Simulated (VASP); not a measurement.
These are AM05 GGA, VASP's PBE PAW potentials (set 64) (plane waves; VASP) values and carry that method's errors.

A VASP calculation is set up with these files.

**POSCAR**
```
KMgF3
4.0477470
  0.9999999601   0.0000000000   0.0000000000
  0.0000000000   0.9999999601   0.0000000000
  0.0000000000   0.0000000000   0.9999999601
K Mg F
1 1 3
Cart
  0.0000000000   0.0000000000   0.0000000000
  0.4999999800   0.4999999800   0.4999999800
  0.4999999800   0.0000000000   0.4999999800
  0.0000000000   0.4999999800   0.4999999800
  0.4999999800   0.4999999800   0.0000000000
```

File KPOINTS:
```
Automatic mesh
0
G
  6 6 6
```

INCAR:
```
ALGO = Normal
EDIFF = 1E-7
ENCUT = 520
GGA = AM
ISIF = 2
ISMEAR = 0
LASPH = .True.
LCHARG = .False.
LREAL = .False.
LWAVE = .False.
NELM = 100
PREC = Accurate
SIGMA = 0.05
SYSTEM = KMgF3
```

POTCAR, in this order: K_sv Mg F (PBE.64 set). Program: vasp_std.

What will the output report for the number of irreducible k-points (NKPTS), largest plane-wave count, number of space-group operations, FFT grid (NGX, NGY, NGZ)?

The number of irreducible k-points (NKPTS) comes out as 20 and the largest plane-wave count is 1804. The number of space-group operations comes out as 48 and the FFT grid (NGX, NGY, NGZ) is 30 × 30 × 30.

The compound is KMgF3 in the cubic perovskite structure. This cell is one point of a volume scan, at 1.03 of the reference volume.
